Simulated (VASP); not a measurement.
Output of a VASP run:

OSZICAR:
```
...
DAV:  15    -0.872624857511E+01    0.89252E-03   -0.36289E-03  1800   0.622E-01    0.736E-03
DAV:  16    -0.872630256912E+01   -0.53994E-04   -0.36931E-04  1848   0.254E-01    0.758E-03
DAV:  17    -0.872626391223E+01    0.38657E-04   -0.40487E-04  1818   0.191E-01    0.917E-03
DAV:  18    -0.872626215260E+01    0.17596E-05   -0.13724E-04  1824   0.143E-01    0.142E-03
DAV:  19    -0.872628677184E+01   -0.24619E-04   -0.18303E-04  1884   0.119E-01    0.768E-03
DAV:  20    -0.872626717625E+01    0.19596E-04   -0.71480E-05  1812   0.715E-02    0.627E-04
DAV:  21    -0.872626733556E+01   -0.15932E-06   -0.11762E-06  2196   0.117E-02
   1 F= -.87262673E+01 E0= -.87262249E+01  d E =-.872627E+01
       N       E                     dE             d eps       ncg     rms          rms(c)
DAV:   1    -0.873091608637E+01   -0.46489E-02   -0.20541E-02  1812   0.170E+00    0.536E-02
DAV:   2    -0.873199787324E+01   -0.10818E-02   -0.33611E-02  1800   0.146E+00    0.596E-02
DAV:   3    -0.873037124837E+01    0.16266E-02   -0.41080E-03  1800   0.506E-01    0.317E-02
DAV:   4    -0.873029672240E+01    0.74526E-04   -0.23502E-04  1968   0.220E-01    0.102E-02
DAV:   5    -0.873033179975E+01   -0.35077E-04   -0.30694E-03  1800   0.586E-01    0.126E-02
DAV:   6    -0.873014249134E+01    0.18931E-03   -0.61489E-04  1800   0.268E-01    0.471E-03
DAV:   7    -0.873013432691E+01    0.81644E-05   -0.18624E-05  2064   0.503E-02    0.204E-03
DAV:   8    -0.873013473052E+01   -0.40361E-06   -0.19945E-05  1800   0.633E-02    0.585E-04
DAV:   9    -0.873013388774E+01    0.84278E-06   -0.17648E-06  2010   0.168E-02
   2 F= -.87301339E+01 E0= -.87300861E+01  d E =-.386655E-02
       N       E                     dE             d eps       ncg     rms          rms(c)
DAV:   1    -0.873021039796E+01   -0.75667E-04   -0.44623E-04  1806   0.241E-01    0.802E-03
DAV:   2    -0.873021618567E+01   -0.57877E-05   -0.80480E-04  1800   0.222E-01    0.883E-03
DAV:   3    -0.873017983782E+01    0.36348E-04   -0.93429E-05  1800   0.800E-02    0.460E-03
DAV:   4    -0.873017950273E+01    0.33509E-06   -0.10096E-05  1884   0.469E-02    0.215E-03
DAV:   5    -0.873017544415E+01    0.40586E-05   -0.13507E-04  1800   0.121E-01    0.231E-03
DAV:   6    -0.873017050588E+01    0.49383E-05   -0.17576E-05  1800   0.454E-02    0.978E-04
DAV:   7    -0.873017013939E+01    0.36649E-06   -0.42689E-07  1182   0.715E-03
   3 F= -.87301701E+01 E0= -.87301216E+01  d E =-.390280E-02
       N       E                     dE             d eps       ncg     rms          rms(c)
DAV:   1    -0.873017075994E+01   -0.25406E-06   -0.16793E-05  1800   0.431E-02    0.130E-03
DAV:   2    -0.873017256960E+01   -0.18097E-05   -0.17404E-05  1812   0.322E-02    0.133E-03
DAV:   3    -0.873017179152E+01    0.77807E-06   -0.18377E-06  1788   0.115E-02
   4 F= -.87301718E+01 E0= -.87301234E+01  d E =-.390446E-02
       N       E                     dE             d eps       ncg     rms          rms(c)
DAV:   1    -0.873018515668E+01   -0.12587E-04   -0.12576E-04  2262   0.771E-02    0.381E-03
DAV:   2    -0.873018699586E+01   -0.18392E-05   -0.11572E-05  1962   0.333E-02    0.327E-03
DAV:   3    -0.873021296131E+01   -0.25965E-04   -0.19896E-04  1800   0.133E-01    0.458E-03
DAV:   4    -0.873018774401E+01    0.25217E-04   -0.62932E-05  1800   0.765E-02    0.164E-03
DAV:   5    -0.873018695119E+01    0.79281E-06   -0.58480E-07  1380   0.780E-03
   5 F= -.87301870E+01 E0= -.87301357E+01  d E =-.151597E-04
```

**OUTCAR**
```
------------------------ aborting loop because EDIFF is reached ----------------------------------------
  FORCE on cell =-STRESS in cart. coord.  units (eV):
  Direction    XX          YY          ZZ          XY          YZ          ZX
  --------------------------------------------------------------------------------------
  Total       -0.0027940     -0.0027940     -0.0029618      0.0000000      0.0000000      0.0000000
  in kB       -0.2824109     -0.2824109     -0.2993675      0.0000000      0.0000000      0.0000000
  external PRESSURE =      -0.2880631 kB  Pullay stress =       0.0000000 kB
  volume of cell :       15.85
      direct lattice vectors                 reciprocal lattice vectors
     1.135149454 -1.966136358  0.000000000     0.440470634 -0.254305861 -0.000000000
     1.135149454  1.966136358  0.000000000     0.440470634  0.254305861 -0.000000000
     0.000000000 -0.000000000  3.551129520    -0.000000000  0.000000000  0.281600543
 POSITION                                       TOTAL-FORCE (eV/Angst)
 -----------------------------------------------------------------------------------
      1.13515      0.65538      0.88778         0.000000      0.000000      0.000000
      1.13515     -0.65538      2.66335        -0.000000     -0.000000      0.000000
 -----------------------------------------------------------------------------------
    total drift:                               -0.000000     -0.000004      0.000005
  FREE ENERGIE OF THE ION-ELECTRON SYSTEM (eV)
  ---------------------------------------------------
  free  energy   TOTEN  =        -8.7301869512 eV

  energy  without entropy=       -8.7300332116  energy(sigma->0) =       -8.73013570

 reached required accuracy - stopping structural energy minimisation
```
(Selected blocks of OUTCAR.)

POSCAR:
```
Be
1
    1.1450000000    -1.9831980000     0.0000000000
    1.1450000000     1.9831980000     0.0000000000
    0.0000000000     0.0000000000     3.5800000000
Be
2
Direct
  0.3333330000   0.6666670000   0.2500000000
  0.6666670000   0.3333330000   0.7500000000
```

Q: Write an INCAR and KPOINTS that could have produced this output.

A: This is not unique; one that fits is the input of the run itself, SCAN meta-GGA, plane waves, VASP's PBE PAW potentials (set 64).

### INCAR
```
! general
SYSTEM =Be
PREC   =Accurate
ENCUT  =520   ! plane-wave cut-off (eV)
LREAL  =.FALSE.
LASPH  =.TRUE.

! electronic loop
EDIFF  =1E-6
NELM   =100   ! most electronic steps
ALGO   =Normal
LMIXTAU=.TRUE.

! smearing
ISMEAR =1   ! Methfessel-Paxton
SIGMA  =0.1

! functional
METAGGA=SCAN

! ions
IBRION =2   ! conjugate gradients
NSW    =60   ! most ionic steps
ISIF   =3   ! ions, shape and volume
EDIFFG =-0.01

! output
LWAVE  =.FALSE.
LCHARG =.FALSE.
```

KPOINTS:
```
Automatic mesh
0
Gamma
16 16 9
0 0 0
```

POTCAR, in this order: Be (PBE.64 set). Program: vasp_std.

Energy and stress use the plane-wave basis of the starting cell.

The compound is Be in the hcp structure. This run relaxes it. Symmetry was kept, so distortions that lower it aren't found.
